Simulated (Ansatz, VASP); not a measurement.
**MgAu in two plane-wave programs**

One calculation is typed for both programs; each brings its own data sets. How far apart do they land? The cell is taken from a series of runs on this material, whose earlier steps may have relaxed, scaled, displaced or heated it; both programs get it as it stands.

Calculated with Ansatz 0.2.0; plane waves, with VASP 6.6.1 beside it; zone-centre phonons at PBEsol.

**1. The structure**

The structure is cubic, space group Pm-3m (No. 221). Conventional cell: a = 3.259 Å, b = 3.259 Å, c = 3.259 Å, α = 90.00°, β = 90.00°, γ = 90.00°. Nearest to Mg lie 8 Au at 2.82 Å. Nearest to Au lie 8 Mg at 2.82 Å. Farther neighbours are not listed.

**2. VASP: zone-centre phonons, PBEsol**

Second derivatives magnify differences that forces hide, and they need a tight electronic threshold.

Lines of VASP's logs that name or quote its potential files are left out, and so is its time.

File INCAR:

```
SYSTEM = MgAu
PREC = Accurate
ENCUT = 600
EDIFF = 1E-08
NELM = 120
ISMEAR = 1
SIGMA = 0.15
LREAL = .FALSE.
ALGO = Normal
GGA = PS
NBANDS = 12
LASPH = .TRUE.
LORBIT = 11
LWAVE = .FALSE.
LCHARG = .FALSE.
ISIF = 2
IBRION = 8
GGA_COMPAT = .FALSE.
KPAR = 2
```

File POSCAR:

```
MgAu
1.0
    3.2586978405      0.0000000000      0.0000000000
    0.0000000000      3.2586978405      0.0000000000
    0.0000000000      0.0000000000      3.2586978405
Mg Au
1 1
Direct
    0.5000000000      0.5000000000      0.5000000000
    0.0000000000      0.0000000000      0.0000000000
```

File KPOINTS:

```
Automatic mesh
0
Gamma
12 12 12
0 0 0
```

Potentials, in the order of the species: Mg and Au (PBE family, release 64).

Command:

```
$ mpirun -np 2 vasp_std
```

Numbers of over 12 decimals in the logs are rounded to 6 here.

The log of the run:

```text
[banner, memory and clock lines left out]
running    2 mpi-ranks, on    1 nodes
 distrk:  each k-point on    1 cores,    2 groups
 distr:  one band on    1 cores,    1 groups

 POSCAR found type information on POSCAR MgAu
 POSCAR found :  2 types and       2 ions
|                                                                             |
|               ----> ADVICE to this user running VASP <----                  |
|                                                                             |
|     You enforced a specific xc type in the INCAR file but a different       |
|     [... a line on the potential file left out ...]
|     I HOPE YOU KNOW WHAT YOU ARE DOING!                                     |
|                                                                             |

 LDA part: xc-table for (Slater+PW92), standard interpolation
 POSCAR, INCAR and KPOINTS ok, starting setup
 FFT: planning ... GRIDC
 FFT: planning ... GRID_SOFT
 FFT: planning ... GRID
 WAVECAR not read
 entering main loop
       N       E                     dE             d eps       ncg     rms          rms(c)
DAV:   1     0.563716049061E+02    0.56372E+02   -0.63243E+03  2048   0.102E+03
DAV:   2    -0.628468274859E+01   -0.62656E+02   -0.57670E+02  2260   0.190E+02
DAV:   3    -0.749717888363E+01   -0.12125E+01   -0.12079E+01  2444   0.259E+01
DAV:   4    -0.750185034357E+01   -0.46715E-02   -0.46711E-02  2176   0.191E+00
DAV:   5    -0.750189137040E+01   -0.41027E-04   -0.41026E-04  2464   0.189E-01    0.584E+00
DAV:   6    -0.689675700869E+01    0.60513E+00   -0.29400E+00  2136   0.146E+01    0.282E+00
DAV:   7    -0.687246040797E+01    0.24297E-01   -0.28100E-02  2148   0.172E+00    0.155E+00
DAV:   8    -0.685841974727E+01    0.14041E-01   -0.62973E-03  2252   0.564E-01    0.101E-01
DAV:   9    -0.685837147369E+01    0.48274E-04   -0.19790E-04  2316   0.114E-01    0.424E-02
DAV:  10    -0.685837107459E+01    0.39911E-06   -0.52909E-06  2260   0.227E-02    0.405E-03
DAV:  11    -0.685837097028E+01    0.10431E-06   -0.76823E-08  2400   0.236E-03    0.194E-03
DAV:  12    -0.685837102826E+01   -0.57975E-07   -0.76564E-09  1580   0.731E-04    0.200E-04
DAV:  13    -0.685837102793E+01    0.32560E-09   -0.47999E-10  1200   0.203E-04
   1 F= -.68583710E+01 E0= -.68580727E+01  d E =-.894896E-03
 Linear response reoptimize wavefunctions to high precision
DAV:   1    -0.685837102925E+01   -0.13197E-08   -0.79190E-11  1316   0.764E-05
DAV:   2    -0.685837102925E+01    0.22737E-11   -0.54022E-12  1132   0.179E-05
 Linear response DOF=           2
 Linear response progress:
  Degree of freedom:   1/  2
       N       E                     dE             d eps       ncg     rms          rms(c)
RMM:   1    -0.218321003068E-02   -0.21832E-02   -0.20275E-03  8542   0.367E-01
RMM:   2    -0.210483116724E-02    0.78379E-04   -0.77766E-05  7264   0.548E-02    0.389E-02
RMM:   3    -0.207013983895E-02    0.34691E-04   -0.79955E-05  7372   0.526E-02    0.178E-02
RMM:   4    -0.208556304851E-02   -0.15423E-04   -0.25590E-05  7360   0.291E-02    0.590E-03
RMM:   5    -0.209109054361E-02   -0.55275E-05   -0.11939E-06  7375   0.847E-03    0.833E-04
RMM:   6    -0.209132842065E-02   -0.23788E-06   -0.56389E-08  7517   0.154E-03    0.313E-04
RMM:   7    -0.209116217472E-02    0.16625E-06   -0.10908E-08  7550   0.680E-04    0.937E-05
RMM:   8    -0.209119817722E-02   -0.36003E-07   -0.43091E-11  7667   0.130E-04    0.492E-05
RMM:   9    -0.209124636806E-02   -0.48191E-07    0.27288E-11  7728   0.867E-05    0.314E-06
RMM:  10    -0.209125166615E-02   -0.52981E-08   -0.28225E-09  8124   0.163E-05    0.603E-06
 first order change of Fermi-energy   0.36623E-04
 force on displaced ion       1 direction 1 :  -3.332   0.000  -0.000
 Linear response progress:
  Degree of freedom:   2/  2
       N       E                     dE             d eps       ncg     rms          rms(c)
RMM:   1    -0.283975509249E+00   -0.28398E+00   -0.23723E-01  7499   0.400E+00
RMM:   2    -0.284719323430E+00   -0.74381E-03   -0.25867E-03  7216   0.405E-01    0.107E-01
RMM:   3    -0.284442436735E+00    0.27689E-03   -0.40212E-04  7807   0.132E-01    0.533E-02
RMM:   4    -0.284571143473E+00   -0.12871E-03   -0.30922E-04  7838   0.108E-01    0.119E-02
RMM:   5    -0.284619696654E+00   -0.48553E-04   -0.13038E-05  7659   0.247E-02    0.352E-03
RMM:   6    -0.284587992191E+00    0.31704E-04   -0.28763E-06  8022   0.104E-02    0.220E-03
RMM:   7    -0.284549039009E+00    0.38953E-04   -0.23685E-07  7891   0.358E-03    0.134E-04
RMM:   8    -0.284547458120E+00    0.15809E-05   -0.10214E-08  8374   0.642E-04    0.970E-05
RMM:   9    -0.284548238307E+00   -0.78019E-06   -0.66550E-09  8135   0.252E-04    0.271E-05
RMM:  10    -0.284548034824E+00    0.20348E-06   -0.20164E-08  8261   0.647E-05    0.191E-06
RMM:  11    -0.284548036694E+00   -0.18693E-08   -0.48952E-10  8608   0.140E-05    0.144E-06
 first order change of Fermi-energy   0.36971E-03
 force on displaced ion       2 direction 1 :  -3.329  -0.000  -0.000
 Linear response finished
```

From OUTCAR (step 2):

```text
ion  position               nearest neighbor table
   1  0.500  0.500  0.500-   2 2.82   2 2.82   2 2.82   2 2.82   2 2.82   2 2.82   2 2.82   2 2.82

  LATTYP: Found a simple cubic cell.
 ALAT       =     3.2586978405

 Subroutine GETGRP returns: Found 48 space group operations
 (whereof 48 operations were pure point group operations)

The static configuration has the point symmetry O_h .

 Found     84 irreducible k-points:

   k-points           NKPTS =     84   k-points in BZ     NKDIM =     84   number of bands    NBANDS=     12

   dimension x,y,z NGX =    28 NGY =   28 NGZ =   28
   dimension x,y,z NGXF=    56 NGYF=   56 NGZF=   56

   ENCUT  =  600.0 eV  44.10 Ry    6.64 a.u.   6.51  6.51  6.51*2*pi/ulx,y,z

   NELECT =      13.0000    total number of electrons

 k-points in reciprocal lattice and weights: Automatic mesh
   0.00000000  0.00000000  0.00000000       0.001
   0.08333333  0.00000000  0.00000000       0.003
   0.16666667  0.00000000  0.00000000       0.003
   0.25000000  0.00000000  0.00000000       0.003
   0.33333333  0.00000000  0.00000000       0.003
   0.41666667  0.00000000  0.00000000       0.003
   0.50000000  0.00000000  0.00000000       0.002
   0.08333333  0.08333333  0.00000000       0.007
   0.16666667  0.08333333  0.00000000       0.014
[...]
0.50000000  0.50000000  0.41666667       0.003
   0.50000000  0.50000000  0.50000000       0.001

 average (electrostatic) potential at core
       1 -34.4556       2 -67.2606

  Total       -0.0424402     -0.0424402     -0.0424402     -0.0000000     -0.0000000      0.0000000
  in kB       -1.9649670     -1.9649670     -1.9649670     -0.0000000     -0.0000000      0.0000000
  external PRESSURE =      -1.9649670 kB  Pullay stress =       0.0000000 kB

  energy-cutoff  :      600.00
  volume of cell :       34.60
      direct lattice vectors                 reciprocal lattice vectors
     3.258697840  0.000000000  0.000000000     0.306871041  0.000000000  0.000000000
     0.000000000  3.258697840  0.000000000     0.000000000  0.306871041  0.000000000
     0.000000000  0.000000000  3.258697840     0.000000000  0.000000000  0.306871041

 POSITION                                       TOTAL-FORCE (eV/Angst)
 -----------------------------------------------------------------------------------
      1.62935      1.62935      1.62935         0.000000      0.000000      0.000000
      0.00000      0.00000      0.00000         0.000000      0.000000      0.000000
 -----------------------------------------------------------------------------------
    total drift:                               -0.000000     -0.000000     -0.000000

 Eigenvectors and eigenvalues of the dynamical matrix
 ----------------------------------------------------

   1 f  =    6.134866 THz    38.546501 2PiTHz  204.637108 cm-1    25.371756 meV
             X         Y         Z           dx          dy          dz
      1.629349  1.629349  1.629349     0.943532   -0.000000   -0.000000
      0.000000  0.000000  0.000000    -0.331280   -0.000000    0.000000

   2 f  =    6.134866 THz    38.546501 2PiTHz  204.637108 cm-1    25.371756 meV
             X         Y         Z           dx          dy          dz
      1.629349  1.629349  1.629349     0.000000    0.943532    0.000000
      0.000000  0.000000  0.000000     0.000000   -0.331280    0.000000

   3 f  =    6.134866 THz    38.546501 2PiTHz  204.637108 cm-1    25.371756 meV
             X         Y         Z           dx          dy          dz
      1.629349  1.629349  1.629349     0.000000    0.000000   -0.943532
      0.000000  0.000000  0.000000     0.000000    0.000000    0.331280

   4 f/i=    0.000941 THz     0.005913 2PiTHz    0.031393 cm-1     0.003892 meV
             X         Y         Z           dx          dy          dz
      1.629349  1.629349  1.629349     0.288089   -0.162260    0.020581
      0.000000  0.000000  0.000000     0.820516   -0.462138    0.058618

   5 f/i=    0.000941 THz     0.005913 2PiTHz    0.031393 cm-1     0.003892 meV
             X         Y         Z           dx          dy          dz
      1.629349  1.629349  1.629349    -0.076231   -0.096321    0.307665
      0.000000  0.000000  0.000000    -0.217115   -0.274336    0.876273

   6 f/i=    0.000941 THz     0.005913 2PiTHz    0.031393 cm-1     0.003892 meV
             X         Y         Z           dx          dy          dz
      1.629349  1.629349  1.629349    -0.144709   -0.272288   -0.121100
      0.000000  0.000000  0.000000    -0.412151   -0.775514   -0.344910

 ELASTIC MODULI CONTR FROM IONIC RELAXATION (kBar)
 Direction    XX          YY          ZZ          XY          YZ          ZX
 --------------------------------------------------------------------------------
 XX           0.0000      0.0000      0.0000      0.0000      0.0000      0.0000
 YY           0.0000      0.0000      0.0000      0.0000      0.0000      0.0000
 ZZ           0.0000      0.0000      0.0000      0.0000      0.0000      0.0000
 XY           0.0000      0.0000      0.0000      0.0000      0.0000      0.0000
 YZ           0.0000      0.0000      0.0000      0.0000      0.0000      0.0000
 ZX           0.0000      0.0000      0.0000      0.0000      0.0000      0.0000
 --------------------------------------------------------------------------------
```

This run has no spin polarisation. Its electron count is odd, so without a moment it is a metal by construction. Energies printed during the response cycles are not total energies of the cell. The PAW data sets were made with PBE, which is usual practice but a small mismatch for other functionals.

**3. Ansatz: zone-centre phonons, PBEsol**

Ansatz runs on its default PAW (the set named soft_2) files.

The same cell, functional, mesh and smearing now go to Ansatz, which takes its cutoff from its data sets.

File input.yaml:

```yaml
crystal:
  lattice:
    - [3.2586978405, 0.0, 0.0]
    - [0.0, 3.2586978405, 0.0]
    - [0.0, 0.0, 3.2586978405]
  atoms:
    - { symbol: Mg, position: [0.5, 0.5, 0.5] }
    - { symbol: Au, position: [0.0, 0.0, 0.0] }
kpoints:
  mp_grid: { grid: [12, 12, 12] }
hamiltonian:
  xc: pbesol
scf:
  occupations: { method: methfessel_paxton, width: 0.15 }
output:
  eigenvalues: true
phonons:
  method: dfpt
```

Command:

```
$ ansatz run input.yaml --threads 4 --pin off --max-ram 7168MiB --backend cpu --events-out ev --progress --plain --runs-dir out
```

The log of the run:

```text
Engine: ansatz 0.2.0, aarch64-unknown-linux-gnu
Pseudopotentials: kind: paw
Pseudopotential: Mg, paw, valence charge 10, recommended cutoff 420 eV (normal), Mg.paw.azcp
Pseudopotential: Au, paw, valence charge 19, recommended cutoff 420 eV (normal), Au.paw.azcp
Functional definition: PBEsol
  exchange = pbesol_x
  correlation = pbesol_c
Crystal: 2 atoms, lattice volume = 34.604 Å³
Basis set: ecut = 420 eV, 691 PW (Γ), exchange–correlation on 48×48×48 points (8 copies of the dense FFT grid, shifted against one another)
Bands: 19, of which v1, the nominal top of the filled ones, is band 15 counted from 1 (14 counted from 0)
Symmetry: 48 space group operations
k-points: 196 of 1728 (irreducible under 8 space group operations, time reversal used)
Non-local potential: Mg, projectors of the file, l = 0: 3, l = 1: 2, l = 2: 1
Non-local potential: Au, projectors of the file, l = 0: 3, l = 1: 2, l = 2: 2, l = 3: 1
PAW form: soft (Blöchl's): semilocal exchange-correlation on the pseudo side does not see the compensation charge
PAW frozen core: Mg, regenerated for the run's functional, and the local potential with it (the file was generated under x = pbe(κ = 0.804, μ = 0.219515), c = pbe(β = 0.066725))
PAW frozen core: Au, regenerated for the run's functional, and the local potential with it (the file was generated under x = pbe(κ = 0.804, μ = 0.219515), c = pbe(β = 0.066725))
PAW one-centre angular grid: Mg, 110 points (default); XC on 64 Gauss nodes
PAW one-centre angular grid: Au, 590 points (default); XC on 64 Gauss nodes
Initial density: superposition of atomic densities (neutral atoms: chi_scale 0, normalization atom), corrected by the library's trained network
Initial wavefunctions: pseudopotential atomic-orbital guess
Functional: x = pbesol(κ = 0.804, μ = 0.123457), c = pbesol(β = 0.046)
SCF iter   1: F=—  HF=-14920.345562 eV  |F-HF|=—  |Δ(HF+E_count)|=         —  Δρ=3.58e-3  dr2=3.10e-3  ethr=1.77e-3  ⟨swp⟩=4.9  Hψ=15233  notcnv=0
preconditioner: auto → none  [metal: Δε(μ)=0.077 eV  Ē_g=10.909 eV  σ=0.150 eV  W_gap=0.41  n_scr=6 (ndim 8)  ℏωp=22.8 eV  f_vac=0.000  D(μ)=0.71/eV (n_scr^D=0)  sad-step TF]
SCF iter   2: F=—  HF=-14920.345291 eV  |F-HF|=—  |Δ(HF+E_count)|=   2.71e-4  S|Δr|=    0.00e0  Δρ=1.52e-3  dr2=5.66e-4  ethr=1.07e-5  ⟨swp⟩=2.9  Hψ=7659  notcnv=0
SCF iter   3: F=—  HF=-14920.345053 eV  |F-HF|=—  |Δ(HF+E_count)|=   2.38e-4  S|Δr|=    0.00e0  Δρ=4.53e-4  dr2=6.72e-5  ethr=1.95e-6  ⟨swp⟩=2.0  Hψ=5760  notcnv=0
SCF iter   4: F=—  HF=-14920.345042 eV  |F-HF|=—  |Δ(HF+E_count)|=   1.10e-5  S|Δr|=    0.00e0  Δρ=2.46e-4  dr2=2.60e-5  ethr=2.32e-7  ⟨swp⟩=2.0  Hψ=4934  notcnv=0
SCF iter   5: F=—  HF=-14920.345034 eV  |F-HF|=—  |Δ(HF+E_count)|=   7.89e-6  S|Δr|=    0.00e0  Δρ=9.07e-5  dr2=3.42e-6  ethr=8.98e-8  ⟨swp⟩=2.1  Hψ=4713  notcnv=0
SCF iter   6: F=—  HF=-14920.345030 eV  |F-HF|=—  |Δ(HF+E_count)|=   4.67e-6  S|Δr|=    0.00e0  Δρ=1.26e-5  dr2=6.91e-8  ethr=1.18e-8  ⟨swp⟩=2.1  Hψ=4911  notcnv=0
SCF iter   7: F=—  HF=-14920.345029 eV  |F-HF|=—  |Δ(HF+E_count)|=   4.89e-7  S|Δr|=    0.00e0  Δρ=1.10e-6  dr2=2.90e-10  ethr=2.38e-10  ⟨swp⟩=2.0  Hψ=6164  notcnv=0
SCF iter   8: F=—  HF=-14920.345029 eV  |F-HF|=—  |Δ(HF+E_count)|=  4.18e-11  S|Δr|=    0.00e0  Δρ=3.23e-7  dr2=1.53e-11  ethr=1.00e-12  ⟨swp⟩=2.1  Hψ=5083  notcnv=0
SCF iter   9: F=-14920.345029 eV  HF=-14920.345029 eV  |F-HF|=1.82e-12  |Δ(HF+E_count)|=  5.46e-12  S|Δr|=    0.00e0  Δρ=1.90e-8  dr2=5.10e-14  ethr=1.00e-12  ⟨swp⟩=5.9  Hψ=15120  notcnv=0
SCF 1 converged in 9 iterations: F = -14920.345029 eV  dr2 = 5.10e-14
  greatest PAW one-centre occupation: 1.001 electrons in one spin orbital (limit 2), on the Au atom at site 1 (counted from 0), in its partial waves of l = 0
DFPT response loops at Γ: preconditioner auto → Kerker (q_TF=auto, 2.649 Å⁻¹) (partly filled bands, converged f_vac=0.000); β = 1.00, the filter's whole step (`scf.mixing.beta` (0.50) is not read by the response loops under this deck's `scf.mixing.preconditioner`; to damp them name `kerker` or `kerker_dos`, under which they read `scf.mixing.beta`, and type it under 1.00, their step now; both keys bind the ground state too); Broyden in place of MSR1
SCF converged after 9 iterations
Stability not checked: this state was not tested for a lower state beside it, because cold or Methfessel-Paxton smearing, or corrected tetrahedra, fill the levels in a way that the test cannot read (fill_not_monotonic; see scf.lower_state_search)
Free energy (F): -14920.345029 eV
Harris-Foulkes:  -14920.345029 eV  (|F-HF|=1.82e-12)
Internal energy: -14920.344146 eV  (E = F + TS)
E sigma→0 (E₀):  -14920.344809 eV
Entropy (-TS):   -0.000883 eV (-0.441 meV/atom)
Fermi energy:    14.173003 eV
Step filling:    the computed levels leave a gap of 0.0000 eV = 0.0 smearing widths at the electron count; against every level under it full and every level over it empty, smearing changes F+E_penalty+E_count by -0.463 meV and its σ→0 estimate by -0.242 meV
--- Per-component energies (eV) ---
  E_band       = -608.927650
  E_kinetic    = 681.924046
  E_local      = -3456.896222  (includes V_loc(G=0)·N_el)
  E_nonlocal   = 171.129343
  E_hartree    = 1348.925757
  E_xc         = -256.742824
  E_vxc        = -313.755223  (∫ρ·V_xc dr)
  E_paw        = -9845.861142  (= ΣΔE_a)
  E_vpaw       = -389.182468  (= ΣTr[D̂ρ^β])
  E_aug_tail   = 0.001369  (compensation charges beyond the density's cutoff)
  E_ewald      = -3563.192816
  E_core_change = 0.368341  (= ΣΔE_core)
  E_smearing   = -0.000883  (= −TS)
  E_closure    = 0.000000  (closes the sum)
  Σ components = -14920.345029   (vs F -14920.345029, Δ=0.00e0)
--- Band table (eV; the first three rows and the last of 196) ---
  k-point 0: bands = [... 11 lower, 10.2097, 10.2097, 10.2097, 19.6387, 19.6387, 19.6387, 23.1599, 23.1599]
  k-point 1: bands = [... 11 lower, 10.1565, 10.1565, 10.2156, 18.6931, 19.7919, 19.7919, 23.0585, 23.6247]
  k-point 2: bands = [... 11 lower, 10.0165, 10.0165, 10.2318, 16.9938, 20.2272, 20.2272, 22.7845, 23.9846]
  k-point 195: bands = [... 11 lower, 10.9844, 10.9844, 16.1927, 16.1927, 16.1927, 16.7884, 19.0734, 20.3145]
--- Phonons (Γ-DFPT): 2 representative perturbations + reference, on 196 of 1728 k-points (Σ response iterations 7) ---
  k mesh reduced under 8 symmetry operations, with k and −k counted as one. Each operation leaves every solved perturbation unchanged. A smaller set is not used because it would not reduce the number of displacements times k-points to solve
  ASR residual: 9.849e-6 → 0.000e0 eV/Å²; symmetrization residual: 2.872e-6 eV/Å²
  ASR residual per site (eV/Å²): 9.85e-6 6.72e-6
  Γ frequencies (cm⁻¹): 0.00 0.00 0.00 204.86 204.86 204.86
  non-analytic LO–TO correction: not included (Born effective charges unavailable; polar crystals: no LO–TO splitting at Γ)
```

In the SCF lines HF is the Harris–Foulkes energy and dr2 the Hartree energy of the density residual, in eV; the loop may stop once dr2 is under the threshold and the program's other checks hold. Hψ counts applications of the Hamiltonian.

**4. Differences**

Known differences besides the potentials themselves: the data sets hold 29 valence electrons in Ansatz (on its default PAW (the set named soft_2) files) and 13 in VASP; the cutoff is 420 eV in Ansatz and 600 eV in VASP; Ansatz makes its cores anew for this functional, VASP keeps those of its PBE data sets. Total energies have different zeros and are not compared.

The two programs side by side:

| quantity | Ansatz | VASP | difference |
| --- | --- | --- | --- |
| optical mode 1 to 3 (cm⁻¹) | 204.9 | 204.6 | +0.11 % |

Modes are paired by rising frequency, not by their patterns, so a pair may set unlike modes beside each other; they are those without the splitting of longitudinal modes.

**5. Outcome**

| Property | Result |
| --- | --- |
| r.m.s. difference of the optical zone-centre modes, each program's sorted by frequency (zone-centre phonons, PBEsol) | 0.22 cm⁻¹ |

In words: The r.m.s. difference of the optical zone-centre modes, each program's sorted by frequency is 0.22 cm⁻¹ (zone-centre phonons, PBEsol). The data sets hold unlike numbers of valence electrons (29 in Ansatz and 13 in VASP), so part of the differences comes from the potentials. How closely two codes agree says nothing of how well the functional describes the real material.

[Lines on the potential files, build, host, timing and source positions are cut from VASP's logs without a mark.]

[Logs are printed without paths, hosts, clocks, repeated set-up lines and the standing remarks that a program may print on its own settings, such as how far it seeks lower states.]

[Hosts, paths, dates, database ids (printed as entryN), source tags and the programs' standing remarks are cut or masked in the printed files.]
